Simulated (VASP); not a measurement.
LiBe2, 3 atoms in the cell. It takes space group P-6m2 (No. 187, hexagonal). The conventional cell has a = 3.863 Å, b = 3.863 Å, c = 2.181 Å, α = 90.00°, β = 90.00°, γ = 120.00°. Li (site symmetry -6m2) has 2 Li at 2.18 Å and 9 Be at 2.23 to 2.48 Å as nearest neighbours. Around Be (site symmetry -6m2) lie 8 Be at 2.18 to 2.48 Å and 6 Li at 2.48 Å. Around Be (site symmetry -6m2) lie 8 Be at 2.18 to 2.48 Å and 3 Li at 2.23 Å. The cell was built by a generator and needn't be a form met in nature.

* Program: VASP 6.6.1
* Task: relaxation of cell and atoms
* Functional: PBE
* Potentials or basis: VASP PAW PBE potentials, release 64 (Li_sv, Be)
* Cutoff: 600 eV
* k mesh: 12 × 12 × 20
* Occupations: gaussian, width 0.1 eV
* Spin: no spin polarisation
* Dipole correction: no
* Further INCAR settings: ALGO = Normal; EDIFF = 1e-06; IBRION = 2; EDIFFG = -0.01; NSW = 100; ISIF = 3

Potentials or basis: VASP PAW PBE potentials, release 64 (Li_sv, Be).

Launch:

```sh
$ cat potpaw_PBE.64/Li_sv/POTCAR potpaw_PBE.64/Be/POTCAR > POTCAR
$ mpirun -np 1 vasp_std > vasp.out
```

Hardware: 1 thread of AMD EPYC 9R45 (Zen 5), on a shared host.

Task: Estimate the wall time of this run.

Result: Run time: 29 s on 1 thread of AMD EPYC 9R45 (Zen 5), on a shared host, peak memory 0.15 GiB. Counts: scf iterations 14, k points 209, ion steps 2.
